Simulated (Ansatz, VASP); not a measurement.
# H11C6N2Cl: VASP beside Ansatz

Aim: how closely do two programs agree when they are given the same cell, functional and k mesh? The structure shown is frame 133 of Ansatz's trajectory.

Calculated with Ansatz 0.2.0; plane waves, with VASP 6.6.1 beside it; single point at RPBE with D4.

## Step 1: The starting structure

The cell holds 100 atoms: 30 C, 10 N, 55 H and 5 Cl. Cell: a = 10.099 Å, b = 10.099 Å, c = 10.099 Å, α = 90.0°, β = 90.0°, γ = 90.0°. As first built, before any earlier steps moved the atoms (in the runner's words): 5 EMIM+, 5 Cl- placed at random, at 1.18 g/cm^3; overlaps pushed apart, then 10 ps at 700 K with Joung-Cheatham ions (J. Phys. Chem. B 112, 9020 (2008)); MMFF94 bonds, angles, torsions, charges and radii (Halgren, J. Comput. Chem. 17, 490 (1996)) in harmonic and 12-6 forms; charges of ions scaled by 0.8. Snapshot after 30 ps at 300 K and fixed volume.

## Step 2: Ansatz: dynamics, RPBE with D4

Ansatz runs on its default PAW (the set named soft_2) files.

One frame of this run of dynamics is then solved in both programs, so the motion causes no difference.

Input file input.yaml:

```yaml
crystal:
  lattice:
    - [10.09864, 0.0, 0.0]
    - [0.0, 10.09864, 0.0]
    - [0.0, 0.0, 10.09864]
  atoms:
    - { symbol: C, position: [0.67155, 0.71661, 0.96798] }
    - { symbol: C, position: [0.6467, 0.75054, 0.10987] }
    - { symbol: "N", position: [0.54337, 0.85121, 0.12239] }
    - { symbol: C, position: [0.56014, 0.9816, 0.08745] }
    - { symbol: C, position: [0.45106, 0.05256, 0.12727] }
    - { symbol: "N", position: [0.3653, 0.9615, 0.17579] }
    - { symbol: C, position: [0.22804, 0.97539, 0.21517] }
    - { symbol: C, position: [0.42598, 0.84486, 0.18288] }
    - { symbol: H, position: [0.76775, 0.65972, 0.95917] }
    - { symbol: H, position: [0.68651, 0.80277, 0.91175] }
    - { symbol: H, position: [0.59045, 0.66638, 0.9247] }
    - { symbol: H, position: [0.74142, 0.77231, 0.15944] }
    - { symbol: H, position: [0.60422, 0.66764, 0.16687] }
    - { symbol: H, position: [0.66211, 0.0276, 0.06817] }
    - { symbol: H, position: [0.4106, 0.15206, 0.12368] }
    - { symbol: H, position: [0.22273, 0.94077, 0.31943] }
    - { symbol: H, position: [0.16741, 0.91866, 0.13678] }
    - { symbol: H, position: [0.19908, 0.07415, 0.19875] }
    - { symbol: H, position: [0.38156, 0.75503, 0.2286] }
    - { symbol: C, position: [0.26557, 0.14142, 0.81128] }
    - { symbol: C, position: [0.26494, 0.28016, 0.85946] }
    - { symbol: "N", position: [0.14566, 0.34787, 0.82406] }
    - { symbol: C, position: [0.02981, 0.3625, 0.89923] }
    - { symbol: C, position: [0.94912, 0.44629, 0.82537] }
    - { symbol: "N", position: [0.00869, 0.46271, 0.70785] }
    - { symbol: C, position: [0.94483, 0.53805, 0.60355] }
    - { symbol: C, position: [0.12963, 0.41815, 0.71487] }
    - { symbol: H, position: [0.17889, 0.08602, 0.85477] }
    - { symbol: H, position: [0.35296, 0.09264, 0.84866] }
    - { symbol: H, position: [0.23971, 0.13403, 0.70539] }
    - { symbol: H, position: [0.34614, 0.33229, 0.81103] }
    - { symbol: H, position: [0.2746, 0.28747, 0.9657] }
    - { symbol: H, position: [0.01729, 0.30776, 0.99326] }
    - { symbol: H, position: [0.84207, 0.4502, 0.82531] }
    - { symbol: H, position: [0.83823, 0.53117, 0.61265] }
    - { symbol: H, position: [0.97174, 0.48975, 0.51418] }
    - { symbol: H, position: [0.98152, 0.64478, 0.607] }
    - { symbol: H, position: [0.20627, 0.44137, 0.65091] }
    - { symbol: C, position: [0.5588, 0.49763, 0.63808] }
    - { symbol: C, position: [0.53688, 0.36063, 0.59422] }
    - { symbol: "N", position: [0.65331, 0.29984, 0.54029] }
    - { symbol: C, position: [0.75195, 0.24926, 0.61092] }
    - { symbol: C, position: [0.84673, 0.20233, 0.52401] }
    - { symbol: "N", position: [0.78854, 0.22228, 0.39806] }
    - { symbol: C, position: [0.85484, 0.18555, 0.26832] }
    - { symbol: C, position: [0.67135, 0.27853, 0.41295] }
    - { symbol: H, position: [0.63872, 0.5005, 0.7139] }
    - { symbol: H, position: [0.46982, 0.53609, 0.67692] }
    - { symbol: H, position: [0.5987, 0.56263, 0.56014] }
    - { symbol: H, position: [0.44982, 0.36391, 0.52756] }
    - { symbol: H, position: [0.52255, 0.29405, 0.67371] }
    - { symbol: H, position: [0.73429, 0.24376, 0.70985] }
    - { symbol: H, position: [0.93636, 0.15692, 0.54005] }
    - { symbol: H, position: [0.76825, 0.14322, 0.21156] }
    - { symbol: H, position: [0.92955, 0.10724, 0.28707] }
    - { symbol: H, position: [0.90018, 0.27291, 0.22499] }
    - { symbol: H, position: [0.60713, 0.2986, 0.33125] }
    - { symbol: C, position: [0.2895, 0.81421, 0.85376] }
    - { symbol: C, position: [0.23793, 0.67511, 0.8533] }
    - { symbol: "N", position: [0.23585, 0.61737, 0.98393] }
    - { symbol: C, position: [0.13297, 0.62379, 0.07427] }
    - { symbol: C, position: [0.17149, 0.54766, 0.17363] }
    - { symbol: "N", position: [0.30028, 0.50565, 0.15674] }
    - { symbol: C, position: [0.37978, 0.43861, 0.25443] }
    - { symbol: C, position: [0.33978, 0.55124, 0.04061] }
    - { symbol: H, position: [0.22434, 0.8666, 0.91968] }
    - { symbol: H, position: [0.29377, 0.85793, 0.7516] }
    - { symbol: H, position: [0.38898, 0.8042, 0.88434] }
    - { symbol: H, position: [0.30223, 0.61154, 0.80328] }
    - { symbol: H, position: [0.14016, 0.6623, 0.81737] }
    - { symbol: H, position: [0.03747, 0.67015, 0.05273] }
    - { symbol: H, position: [0.13544, 0.52014, 0.26702] }
    - { symbol: H, position: [0.37204, 0.33324, 0.22574] }
    - { symbol: H, position: [0.33798, 0.45526, 0.34527] }
    - { symbol: H, position: [0.47154, 0.4857, 0.24293] }
    - { symbol: H, position: [0.43687, 0.54582, 0.99803] }
    - { symbol: C, position: [0.4743, 0.96426, 0.54777] }
    - { symbol: C, position: [0.55937, 0.86869, 0.61685] }
    - { symbol: "N", position: [0.68785, 0.87414, 0.56741] }
    - { symbol: C, position: [0.72156, 0.86004, 0.43956] }
    - { symbol: C, position: [0.86055, 0.84818, 0.43662] }
    - { symbol: "N", position: [0.89666, 0.88615, 0.56736] }
    - { symbol: C, position: [0.03526, 0.89802, 0.61254] }
    - { symbol: C, position: [0.79171, 0.90425, 0.64224] }
    - { symbol: H, position: [0.4909, 0.06362, 0.57885] }
    - { symbol: H, position: [0.36938, 0.94665, 0.5809] }
    - { symbol: H, position: [0.47018, 0.96159, 0.4371] }
    - { symbol: H, position: [0.52003, 0.7704, 0.59593] }
    - { symbol: H, position: [0.55466, 0.88702, 0.72338] }
    - { symbol: H, position: [0.65409, 0.83867, 0.35324] }
    - { symbol: H, position: [0.93458, 0.82842, 0.36636] }
    - { symbol: H, position: [0.10356, 0.88214, 0.52519] }
    - { symbol: H, position: [0.05446, 0.82018, 0.68213] }
    - { symbol: H, position: [0.05043, 0.99428, 0.66021] }
    - { symbol: H, position: [0.79182, 0.93893, 0.74338] }
    - { symbol: Cl, position: [0.92098, 0.97586, 0.98011] }
    - { symbol: Cl, position: [0.81565, 0.52421, 0.25688] }
    - { symbol: Cl, position: [0.60124, 0.31221, 0.96757] }
    - { symbol: Cl, position: [0.27451, 0.67981, 0.49133] }
    - { symbol: Cl, position: [0.19001, 0.24614, 0.45648] }
kpoints:
  mp_grid: { grid: [1, 1, 1] }
hamiltonian:
  xc: rpbe
  dispersion: d4
scf:
  occupations: { method: fixed }
output:
  forces: true
md:
  timestep: 0.5
  n_steps: 400
  ensemble: nvt_nose_hoover
  temperature: 300
  initial_velocities: maxwell_boltzmann
  seed: 1502
```

The run is started by

```bash
$ ansatz run input.yaml --threads 4 --pin off --max-ram 8192MiB --backend cpu --events-out ev --progress --plain --runs-dir out
```

Numbers of over 12 decimals in the logs are rounded to 6 here.

The log of the run:

```text
Warning: md: disabling space-group detection — thermal motion breaks the input geometry's symmetry, so no spatial operation reduces the k-mesh or symmetrises the density; time reversal is kept, so that k and −k are solved as one point where they differ and the mesh holds both, and exact exchange and, on two spinor components, a DFT+U term hold to it where the run has them: on two components no moment then forms, and  [...]
Engine: ansatz 0.2.0, aarch64-unknown-linux-gnu
Pseudopotentials: kind: paw
Pseudopotential: C, paw, valence charge 4, recommended cutoff 420 eV (normal), C.paw.azcp
Pseudopotential: N, paw, valence charge 5, recommended cutoff 420 eV (normal), N.paw.azcp
Pseudopotential: H, paw, valence charge 1, recommended cutoff 420 eV (normal), H.paw.azcp
Pseudopotential: Cl, paw, valence charge 7, recommended cutoff 420 eV (normal), Cl.paw.azcp
Functional definition: RPBE
  parameter kappa = 0.804
  parameter beta = 0.066725
  exchange = rpbe_x(kappa = kappa, mu = beta*pi^2/3)
  correlation = pbe_c(beta = beta)
Crystal: 100 atoms, lattice volume = 1029.885 Å³
Basis set: ecut = 420 eV, 20005 PW (Γ), exchange–correlation on 144×144×144 points (8 copies of the dense FFT grid, shifted against one another)
Bands: 230, of which v1, the nominal top of the filled ones, is band 130 counted from 1 (129 counted from 0)
Symmetry: 1 space group operations
k-points: 1
Non-local potential: C, projectors of the file, l = 0: 2, l = 1: 2, l = 2: 1
Non-local potential: N, projectors of the file, l = 0: 2, l = 1: 2, l = 2: 1
Non-local potential: H, projectors of the file, l = 0: 2, l = 1: 1
Non-local potential: Cl, projectors of the file, l = 0: 2, l = 1: 2, l = 2: 2
PAW form: soft (Blöchl's): semilocal exchange-correlation on the pseudo side does not see the compensation charge
PAW frozen core: C, regenerated for the run's functional, and the local potential with it (the file was generated under x = pbe(κ = 0.804, μ = 0.219515), c = pbe(β = 0.066725))
PAW frozen core: N, regenerated for the run's functional, and the local potential with it (the file was generated under x = pbe(κ = 0.804, μ = 0.219515), c = pbe(β = 0.066725))
PAW frozen core: Cl, regenerated for the run's functional, and the local potential with it (the file was generated under x = pbe(κ = 0.804, μ = 0.219515), c = pbe(β = 0.066725))
PAW one-centre angular grid: C, 110 points (default); XC on 64 Gauss nodes
PAW one-centre angular grid: N, 110 points (default); XC on 64 Gauss nodes
PAW one-centre angular grid: H, 110 points (default); XC on 64 Gauss nodes
PAW one-centre angular grid: Cl, 110 points (default); XC on 64 Gauss nodes
Initial density: superposition of atomic densities (neutral atoms: chi_scale 0, normalization atom), corrected by the library's trained network
Initial wavefunctions: pseudopotential atomic-orbital guess
Functional: x = rpbe, c = pbe(β = 0.066725)
SCF iter   1: F=—  HF=-17742.251962 eV  |F-HF|=—  |Δ(HF+E_count)|=         —  Δρ=7.68e-3  dr2=8.24e-1  ethr=1.77e-3  ⟨swp⟩=5.0  Hψ=744  notcnv=0  defer=97
preconditioner: auto → Resta (q_TF=auto, 2.169 Å⁻¹)  ε∞=2.4  [insulator: Δε(μ)=2.963 eV  Ē_g=15.573 eV  n_scr=178 (ndim 8)  ℏωp=18.3 eV  f_vac=0.132  ε∞_Penn≈2.4]
SCF iter   2: F=—  HF=-17742.089105 eV  |F-HF|=—  |Δ(HF+E_count)|=   1.63e-1  Δρ=3.31e-3  dr2=1.24e-1  ethr=3.17e-4  ⟨swp⟩=2.0  Hψ=337  notcnv=0  defer=97
SCF iter   3: F=—  HF=-17742.089648 eV  |F-HF|=—  |Δ(HF+E_count)|=   5.43e-4  Δρ=1.47e-3  dr2=2.78e-2  ethr=4.77e-5  ⟨swp⟩=2.0  Hψ=254  notcnv=0  defer=34
automatic band count: iteration 3 solves 166 bands in place of 230: the levels show a gap, and the empty bands left out lie too high to hold charge; the band table lists the bands solved (type scf.n_extra_bands for more)
SCF iter   4: F=—  HF=-17742.091408 eV  |F-HF|=—  |Δ(HF+E_count)|=   1.76e-3  Δρ=5.39e-4  dr2=3.78e-3  ethr=1.07e-5  ⟨swp⟩=3.0  Hψ=307  notcnv=0  defer=34
SCF iter   5: F=—  HF=-17742.091601 eV  |F-HF|=—  |Δ(HF+E_count)|=   1.93e-4  Δρ=1.87e-4  dr2=3.61e-4  ethr=1.45e-6  ⟨swp⟩=2.0  Hψ=268  notcnv=0  defer=34
SCF iter   6: F=—  HF=-17742.091798 eV  |F-HF|=—  |Δ(HF+E_count)|=   1.97e-4  Δρ=1.01e-4  dr2=1.19e-4  ethr=1.39e-7  ⟨swp⟩=2.0  Hψ=266  notcnv=0  defer=34
SCF iter   7: F=—  HF=-17742.091804 eV  |F-HF|=—  |Δ(HF+E_count)|=   5.87e-6  Δρ=2.18e-5  dr2=4.78e-6  ethr=4.56e-8  ⟨swp⟩=2.0  Hψ=266  notcnv=0  defer=27
[...]
md step   398: t =   199.00 fs  T =   300.9 K  F+E_penalty+E_count = -17743.41259102 eV  E_kin = 3.849924 eV  conserved = -17738.26345677 eV  (4 SCF iters, 3 dispersion substeps)
[...]
md step   399: t =   199.50 fs  T =   308.0 K  F+E_penalty+E_count = -17743.50711013 eV  E_kin = 3.940911 eV  conserved = -17738.26488087 eV  (4 SCF iters, 3 dispersion substeps)
[...]
md step   400: t =   200.00 fs  T =   313.9 K  F+E_penalty+E_count = -17743.58621721 eV  E_kin = 4.016673 eV  conserved = -17738.26607332 eV  (8 SCF iters, 3 dispersion substeps)
SCF converged after 8 iterations
Free energy (F): -17743.586217 eV
Harris-Foulkes:  -17743.586217 eV  (|F-HF|=4.23e-9)
Internal energy: -17743.586217 eV  (E = F + TS)
E sigma→0 (E₀):  -17743.586217 eV
Fermi energy:    0.852266 eV
--- Per-component energies (eV) ---
  E_band       = -1840.984199
  E_kinetic    = 5608.397132
  E_local      = -16065.834838  (includes V_loc(G=0)·N_el)
  E_nonlocal   = 1478.800401
  E_hartree    = 5663.423627
  E_xc         = -3077.265875
  E_vxc        = -3787.143537  (∫ρ·V_xc dr)
  E_paw        = -7647.398567  (= ΣΔE_a)
  E_vpaw       = -401.977992  (= ΣTr[D̂ρ^β])
  E_aug_tail   = -0.073479  (compensation charges beyond the density's cutoff)
  E_ewald      = -3688.618558
  E_disp       = -14.179088  (pairwise vdW)
  E_core_change = -0.836971  (= ΣΔE_core)
  E_smearing   = -0.000000  (= −TS)
  E_closure    = -0.000000  (closes the sum)
  Σ components = -17743.586217   (vs F -17743.586217, Δ=0.00e0)
--- Forces (eV/Å), atoms counted from 1 ---
  atom   1  C     -1.19439838     1.44058748     0.28476931
  atom   2  C      0.68738231     0.85774223    -0.60622481
  atom   3  N     -0.38378640     0.02931295     0.35188640
  atom   4  C     -1.59866157    -2.03569151     0.04934169
  atom   5  C      0.81566981     1.86222153     0.57361449
  atom   6  N      0.81208948    -1.02115784    -1.22985937
  atom   7  C      0.66406734    -0.88948624     2.31596614
  atom   8  C     -0.16387161     0.20497967     1.12715899
  atom   9  H      0.84593433    -1.41738184    -0.02140783
  atom  10  H     -0.16950060    -0.28107338     0.54532574
  atom  11  H      0.24647244     0.00537618     0.33857893
  atom  12  H      0.10849097     0.00199842    -0.18793505
  atom  13  H     -0.46616901     0.22562756    -0.29543945
  atom  14  H      0.78238647     0.10970083    -0.26123127
  atom  15  H     -0.54465078    -0.74840406     0.06833084
  atom  16  H     -0.20603119    -0.51674180     0.23972036
  atom  17  H     -0.73052516     1.48734618    -1.58846055
  atom  18  H     -0.28418382    -0.04576376    -0.55328828
  atom  19  H      0.78699986     0.53813854    -1.02650690
  atom  20  C      1.36704937    -0.63454464     1.43617165
  atom  21  C      0.00165054    -0.87900392    -0.85796254
  atom  22  N     -1.49163913     0.43964877    -1.99207386
  atom  23  C     -0.77113926     1.82977730    -0.71005808
  atom  24  C      0.10255481    -1.43789361     1.28053309
[...]
atom  93  H     -0.62418499     0.04269204    -0.37513250
  atom  94  H     -0.43416686    -0.66702713     0.24148091
  atom  95  H     -0.83034635    -0.30056671     0.06593830
  atom  96  Cl     0.05271866     0.10736673     0.35116382
  atom  97  Cl    -0.01709892     0.26716131    -0.15181708
  atom  98  Cl    -0.14155286     0.00454977     0.08914820
  atom  99  Cl    -0.02218977    -0.13831799    -0.32497396
  atom 100  Cl    -0.36734961     0.38157219    -0.22363732
  max |Σ_I F_I| component: 4.08e-5 eV/Å
--- MD trajectory: 400 steps, t = 0.0 → 200.0 fs ---
  final state: T = 313.9 K   F+E_penalty+E_count = -17743.58621721 eV   E_kin = 4.016673 eV
  conserved energy: peak-to-peak 1.358e-2 eV (1.358e-4 eV/atom) over 200.0 fs
```

## Step 3: VASP: single point, RPBE with D4

The same cell, functional and mesh now go to VASP, with its own data sets.

Lines of VASP's logs that name or quote its potential files are left out, and so is its time.

Input file INCAR:

```
SYSTEM = H11C6N2Cl
PREC = Accurate
ENCUT = 520
EDIFF = 1E-06
NELM = 120
ISMEAR = 0
SIGMA = 0.01
LREAL = Auto
ALGO = Normal
GGA = RP
IVDW = 13
NBANDS = 200
LORBIT = 11
LWAVE = .FALSE.
LCHARG = .FALSE.
ISIF = 2
LASPH = .TRUE.
GGA_COMPAT = .FALSE.
EFERMI = MIDGAP
NCORE = 2
```

Input file POSCAR:

```
H11C6N2Cl
1.0
   10.0986400000      0.0000000000      0.0000000000
    0.0000000000     10.0986400000      0.0000000000
    0.0000000000      0.0000000000     10.0986400000
C N H Cl
30 10 55 5
Direct
    0.6522957547      0.6858448266      0.9543661325
    0.6437698542      0.7322174075      0.1001025881
    0.5739188643      0.9751412071      0.0646324654
    0.4624781159      0.0410748378      0.1068856797
    0.2406858745      0.9943121054      0.2092757045
    0.4303648808      0.8343697765      0.1518818376
    0.2481027148      0.1279578240      0.8324091165
    0.2770769133      0.2683529663      0.8520454239
    0.0474816411      0.3415707462      0.9043891059
    0.9534848257      0.4048763002      0.8274381501
    0.9515439703      0.5402410622      0.6264209834
    0.1368005989      0.4157490514      0.7207505169
    0.5608576997      0.5087516735      0.6025167745
    0.5416669967      0.3646629645      0.5965258688
    0.7636473822      0.2560047690      0.6077452013
    0.8563430323      0.2017103293      0.5250608003
    0.8691566389      0.2069981701      0.2733635420
    0.6835375853      0.2865930462      0.4080846530
    0.2765916995      0.8169218826      0.8483518573
    0.2507169282      0.6662283238      0.8465892437
    0.1461483923      0.6544544612      0.0825853778
    0.1818363661      0.5828507601      0.1870746952
    0.3752782553      0.4435943850      0.2567078339
    0.3337281060      0.5463012841      0.0404509914
    0.4728755555      0.9844890005      0.5615508623
    0.5454298797      0.8679980671      0.6232324353
    0.7265235715      0.8212293933      0.4435547757
    0.8642252818      0.8324487258      0.4377223072
    0.0385992569      0.9170046660      0.5932184928
    0.7954338406      0.9002103254      0.6381255298
[... 64 atom lines left out ...]
    0.7985728771      0.9285408728      0.7409908661
    0.9271347429      0.9700415105      0.9780722949
    0.7967409473      0.5375278255      0.2884051714
    0.5741268131      0.3338865431      0.9657042929
    0.2576188477      0.6786161305      0.4988691547
    0.1784101622      0.2399233956      0.4559821917
```

Input file KPOINTS:

```
Automatic mesh
0
Gamma
1 1 1
0 0 0
```

Potentials, in the order of the species: C, N, H and Cl (PBE family, release 64).

The run is started by

```bash
$ mpirun -np 8 vasp_gam
```

The log of the run:

```text
[banner, memory and clock lines left out]
running    8 mpi-ranks, on    1 nodes
[...]
|                                                                             |
|               ----> ADVICE to this user running VASP <----                  |
|                                                                             |
|     You enforced a specific xc type in the INCAR file but a different       |
|     [... a line on the potential file left out ...]
|     I HOPE YOU KNOW WHAT YOU ARE DOING!                                     |
|                                                                             |

 LDA part: xc-table for (Slater+PW92), standard interpolation
 POSCAR, INCAR and KPOINTS ok, starting setup
[...]
entering main loop
       N       E                     dE             d eps       ncg     rms          rms(c)
DAV:   1     0.184993518921E+04    0.18499E+04   -0.13340E+05   400   0.120E+03
DAV:   2    -0.376782478779E+03   -0.22267E+04   -0.21077E+04   512   0.278E+02
DAV:   3    -0.587218520690E+03   -0.21044E+03   -0.20825E+03   496   0.879E+01
DAV:   4    -0.592441269466E+03   -0.52227E+01   -0.51981E+01   504   0.159E+01
[...]
DAV:  15    -0.552753066347E+03    0.78643E-05   -0.27769E-05   496   0.180E-02    0.764E-03
DAV:  16    -0.552753062803E+03    0.35444E-05   -0.93130E-06   536   0.982E-03    0.420E-03
DAV:  17    -0.552753061861E+03    0.94175E-06   -0.25253E-06   384   0.654E-03
   1 F= -.56699530E+03 E0= -.56699530E+03  d E =0.000000E+00
```

From OUTCAR (step 3):

```text
  FREE ENERGIE OF THE ION-ELECTRON SYSTEM (eV)
  ---------------------------------------------------
  free  energy   TOTEN  =      -566.9953004949 eV

  energy  without entropy=     -566.9953004949  energy(sigma->0) =     -566.99530049

[... 1 further part left out ...]
```

The run ends at a pressure of 1.59 GPa, with forces up to 4.2 eV/Å.

## Step 4: Comparison

Known differences besides the potentials themselves: fixed occupations in Ansatz, narrow Gaussian smearing in VASP; the cutoff is 420 eV in Ansatz and 520 eV in VASP (PREC = Accurate, projectors in real space); Ansatz makes its cores anew for this functional, VASP keeps those of its PBE data sets. Total energies have different zeros and are not compared.

Forces on 9 of the 100 atoms, those with the largest forces and the largest differences (eV/Å; atoms numbered as in POSCAR):

| atom | Ansatz x, y, z | VASP x, y, z |
| --- | --- | --- |
| C1 | 2.100, -1.471, 2.191 | 2.089, -1.468, 2.181 |
| C7 | -1.013, -2.249, -1.002 | -1.003, -2.273, -1.002 |
| C10 | -1.025, 0.347, 3.365 | -1.114, 0.351, 3.393 |
| C12 | 2.819, -0.940, -1.253 | 2.914, -0.926, -1.330 |
| C15 | 0.896, -0.528, 3.049 | 0.901, -0.529, 3.113 |
| C22 | -0.732, -0.758, 4.014 | -0.791, -0.755, 4.080 |
| C23 | -2.207, -2.131, -0.327 | -2.204, -2.122, -0.320 |
| C24 | -0.074, -0.600, -0.701 | 0.009, -0.630, -0.762 |
| C30 | 0.765, -0.200, -0.363 | 0.773, -0.165, -0.258 |

The forces differ by 25 meV/Å r.m.s., which is 2.8 % of the r.m.s. force of 0.897 eV/Å (both taken over all components).

## Step 5: Results

* r.m.s. force difference (single point, RPBE with D4): 2.8 % of the r.m.s. force

**Reading.** The r.m.s. force difference is 2.8 % of the r.m.s. force (single point, RPBE with D4), within the 3 % picked in this series as the mark of a large difference. 2 further runs of this series are not shown here. How closely two codes agree says nothing of how well the functional describes the real material.

[Lines on the potential files, build, host, timing and source positions are cut from VASP's logs without a mark.]

[Logs are printed without paths, hosts, clocks, repeated set-up lines and the standing remarks that a program may print on its own settings, such as how far it seeks lower states.]

[Hosts, paths, dates, database ids (printed as entryN), source tags and the programs' standing remarks are cut or masked in the printed files.]

[The MMFF94 radii named for the starting cell were scaled by 0.96; in molecules described by MMFF94, hydrogen bound to N, O or S took a small fixed 12-6 site in their place.]
